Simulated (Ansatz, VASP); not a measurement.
## One calculation of As2Se, two programs

```xyz
3
Lattice="0.0000 3.2699 3.2699 3.2699 0.0000 3.2699 3.2699 3.2699 0.0000" Properties=species:S:1:pos:R:3 pbc="T T T"
As    1.6350    1.6350    1.6350
As    4.9049    4.9049    4.9049
Se    0.0000    0.0000    0.0000
```

Change from the starting cell: species swapped into the ErH2 type (Fm-3m, No. 225).

Alike in both runs: task relaxation of cell and atoms; functional PBE; k mesh 12 × 12 × 12; occupations gaussian, width 0.1 eV; no spin polarisation.

```csv
,VASP,Ansatz
version,VASP 6.6.1,Ansatz 0.2.0
potentials or method,"VASP PAW PBE potentials, release 64 (As, Se)","scalar-relativistic, plane waves, PAW"
plane-wave cutoff (eV),600,420
valence electrons in the cell,16,46
```

```tsv
	VASP	Ansatz	Ansatz less VASP
gap on the k mesh at the Fermi level, each at its own relaxed structure (eV)	none	none	-
relaxed volume (Å³/atom)	23.26	23.26	0.000
relaxed cell length with the largest relative difference (Å)	4.621	4.621	0.0000
```

A gap of «none» marks a metal or a gap that the smearing closes. The two sets of potentials don't hold the same shells in valence.
